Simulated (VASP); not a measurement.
Energy against volume of PbSe (rock salt). Calculation: LDA (Ceperley-Alder, Perdew-Zunger), VASP's LDA PAW potentials (set 64) (plane waves; VASP). Settings: 520 eV cut-off, 8×8×8 Γ-centred mesh, Gaussian smearing of 0.050 eV, potentials Pb_d Se.

| V (Å³/atom) | E (eV/atom) |
|---|---|
| 25.927 | -4.70894 |
| 26.755 | -4.72422 |
| 27.582 | -4.72913 |
| 28.409 | -4.72546 |

Task: Fit these four points and predict the energy of the run at 29.237 Å³/atom.

Result: A cubic in V^(−2/3), the third-order Birch-Murnaghan form, passes through the four points with V0 = 27.62 Å³/atom and B0 = 55 GPa, and gives -4.7147 eV/atom there. The run gave -4.7141 eV/atom, +0.6 meV/atom from the fit; all five points give B0 = 56 GPa.

The compound is PbSe in the rock salt structure. It was relaxed first.
